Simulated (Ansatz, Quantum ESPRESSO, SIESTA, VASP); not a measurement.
# Code comparison for Tc2N (P1, 6 atoms in the cell)

Self-consistent single point, at a second geometry (atoms moved at random). First geometry:

```
CELL_PARAMETERS angstrom
      2.82470     0.00000     0.00000
     -1.41235     2.44626     0.00000
      0.00000     0.00000     9.68079
ATOMIC_POSITIONS crystal
  Tc 0.33333 0.66667 0.39245
  Tc 0.66667 0.33333 0.60755
  Tc 0.66667 0.33333 0.89245
  Tc 0.33333 0.66667 0.10755
  N  0.33333 0.66667 0.75000
  N  0.66667 0.33333 0.25000
```

Second geometry:
```yaml
crystal:
  lattice:
    - [2.82470, 0.00000, 0.00000]
    - [-1.41235, 2.44626, 0.00000]
    - [0.00000, 0.00000, 9.68079]
  atoms:
    - { symbol: Tc, position: [0.32741, 0.65577, 0.39676] }
    - { symbol: Tc, position: [0.67462, 0.33604, 0.60390] }
    - { symbol: Tc, position: [0.65894, 0.31958, 0.89266] }
    - { symbol: Tc, position: [0.33189, 0.69072, 0.11170] }
    - { symbol: N, position: [0.32015, 0.66207, 0.74861] }
    - { symbol: N, position: [0.68699, 0.33581, 0.24638] }
```

Shared settings, as Ansatz (an electronic-structure program) writes them: kpoints.mp_grid.grid = 11 11 3; scf.occupations.method = gaussian; scf.occupations.width = 0.1 eV. Potentials and cutoffs stand in the table.

```json
[
 {"code": "Quantum ESPRESSO", "model": "LDA (PZ), GBRV 1.5 ultrasoft (LDA) pseudopotentials", "ΔF from the first geometry (meV/atom)": "26.9", "pressure (GPa)": "-11.36", "largest force (eV/Å)": "1.530", "cutoff": "40 Ry"},
 {"code": "SIESTA", "model": "LDA PW92, numerical atomic orbitals DZP, PseudoDojo LDA standard norm-conserving potentials (rewritten from UPF to PSML)", "ΔF from the first geometry (meV/atom)": "28.1", "pressure (GPa)": "-4.61", "largest force (eV/Å)": "1.501", "cutoff": "grid 300 Ry"},
 {"code": "Ansatz", "model": "LDA (PW92), PAW files", "ΔF from the first geometry (meV/atom)": "26.8", "pressure (GPa)": "-11.32", "largest force (eV/Å)": "1.537", "cutoff": "default"},
 {"code": "VASP", "model": "LDA (PZ), VASP's LDA PAW potentials (set 64)", "ΔF from the first geometry (meV/atom)": "26.5", "pressure (GPa)": "-14.34", "largest force (eV/Å)": "1.525", "cutoff": "400 eV"}
]
```

Size of the force on each atom (eV/Å): Sizes of forces hide their directions.

```csv
code,Tc1,Tc2,Tc3,Tc4,N5,N6
Quantum ESPRESSO,1.447,1.530,0.789,1.210,0.370,1.180
SIESTA,1.446,1.501,0.717,1.373,0.396,1.305
Ansatz,1.451,1.537,0.794,1.200,0.367,1.172
VASP,1.434,1.525,0.787,1.191,0.362,1.157
```

On Ansatz's run: spin polarisation is off.

The spread over the programs that give each value: ΔF from the first geometry within 1.6 meV/atom; pressure within 9.73 GPa; largest force within 0.036 eV/Å.

SIESTA uses small atom-centred bases, whose incompleteness enters pressures, forces and empty levels differently from a plane-wave cutoff. Ansatz's pressure is given at a fixed set of plane waves, as the other plane-wave codes print theirs; with its correction for the finite basis it is -11.25 GPa. The same LDA comes in different parametrisations, which differ slightly. In the pressure, SIESTA (by 6.75) and VASP (by 2.98) lie more than 1 GPa from the median of the plane-wave programs. In the force vectors, SIESTA (by 0.310) lies more than 0.08 eV/Å from the median of the plane-wave programs.

VASP's run is marked for a possible Pulay error in its stress at this cutoff; no cutoff test was made.

The starting cell comes from a database of computed structures (which also holds hypothetical and non-ambient phases and stackings), without a prior relaxation at this level. For this run, on top of that: atoms moved at random.

Keys are those of Ansatz 0.2.
